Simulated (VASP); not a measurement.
```yaml
crystal:
  lattice:
    - [7.13058, -2.14022, 0.00000]
    - [7.13058, 2.14022, 0.00000]
    - [-0.63649, 0.00000, 7.08859]
  atoms:
    - { symbol: K, position: [0.63174, 0.63174, 0.62790] }
    - { symbol: K, position: [0.36826, 0.36826, 0.37210] }
    - { symbol: Sb, position: [0.31379, 0.31379, 0.87106] }
    - { symbol: Sb, position: [0.68621, 0.68621, 0.12894] }
    - { symbol: Sb, position: [0.05430, 0.05430, 0.18136] }
    - { symbol: Sb, position: [0.94570, 0.94570, 0.81864] }
```

Level of theory: LDA (Ceperley-Alder, Perdew-Zunger), VASP's LDA PAW potentials (set 64) (plane waves; VASP). Settings: 300 eV cut-off, 3×3×2 Γ-centred mesh, Fermi-Dirac smearing of 0.010 eV, potentials K_sv Sb.

At this cut-off the stress carries a Pulay error, which pulls relaxed volumes low.

Task: Predict the energy per atom (σ→0), pressure, largest force.

Result: 
```json
{
 "energy per atom (σ→0)": "-3.882 eV/atom",
 "pressure": "-18.0 kbar",
 "largest_force": "0.244 eV/Å"
}
```

Total energies compare only between runs with the same potentials, cut-off and functional.

The structure comes from a computed database's KSb2 entry; how it stands against other phases isn't given here. The cell was not relaxed at this level. The k-mesh is coarse (spacing up to 0.51 per Å, 2π included), so the numbers may not be converged in it.
